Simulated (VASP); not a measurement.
Set up this calculation in VASP 6.6.1, as the native input.

```
Task                   : single point
Functional             : PBE
Dispersion             : D3(BJ)
Potentials or basis    : VASP PAW PBE potentials, release 64 (W_sv, O)
Cutoff                 : 400 eV
k mesh                 : 5 × 6 × 1
Occupations            : methfessel-paxton, width 0.1 eV
Spin                   : no spin polarisation
Further INCAR settings : LREAL = Auto; ALGO = Fast; EDIFF = 1e-06; ISYM = 0
```

The structure of W16O lies in POSCAR:

```
W16O
1.0
    6.3200000000      0.0000000000      0.0000000000
    3.1600000000      4.4689148571      0.0000000000
    0.0000000000      0.0000000000     23.2033722856
W O
16 1
Direct
    0.7500000000      0.5000000000      0.1077000000
    0.2500000000      0.5000000000      0.1077000000
    0.7500000000      0.0000000000      0.1077000000
    0.2500000000      0.0000000000      0.1077000000
    0.0000000000      0.0000000000      0.2040000000
    0.5000000000      0.0000000000      0.2040000000
    0.0000000000      0.5000000000      0.2040000000
    0.5000000000      0.5000000000      0.2040000000
    0.7550000000      0.4896000000      0.3012000000
    0.2449000000      0.5104000000      0.3012000000
    0.7489000000      0.0001000000      0.2999000000
    0.2510000000      0.9999000000      0.2999000000
    0.9999000000      0.0000000000      0.4118000000
    0.4999000000      0.0000000000      0.3906000000
    0.9999000000      0.5000000000      0.3928000000
    0.4999000000      0.5000000000      0.3931000000
    0.9998000000      0.9997000000      0.4865000000
```

The cell was built by a generator and needn't be a form met in nature.

The input as run:

INCAR

```
SYSTEM = W16O
PREC     = Accurate       ! precision mode
ENCUT    = 400            ! plane-wave cutoff, eV
EDIFF    = 1E-6           ! SCF threshold, eV
ISMEAR   = 1              ! smearing method
SIGMA    = 0.1            ! smearing width, eV
LREAL    = Auto         
LASPH    = .TRUE.         ! aspherical terms in the spheres
NELM     = 100            ! most SCF steps
ALGO     = Fast           ! electronic algorithm
ISIF     = 2              ! what is computed and relaxed
LWAVE    = .FALSE.        ! write WAVECAR
LCHARG   = .FALSE.        ! write CHGCAR
GGA      = PE             ! functional
IVDW     = 12             ! dispersion correction
ISYM     = 0
```

KPOINTS

```
Automatic mesh
0
G
  5 6 1
  0 0 0
```

Potentials or basis: VASP PAW PBE potentials, release 64 (W_sv, O).

Launch:

```sh
$ cat potpaw_PBE.64/W_sv/POTCAR potpaw_PBE.64/O/POTCAR > POTCAR
$ mpirun -np 4 vasp_std > vasp.out
```

It gave:

The largest force is 0.635 eV/Å and the band gap on the k mesh is none (metal or under the smearing width). The dispersion energy per atom is -0.476 eV.

Run time: 9 min on 4 MPI ranks on AMD EPYC 9R45 96-Core Processor (Zen 5), on a shared host, peak memory 0.34 GiB a rank.
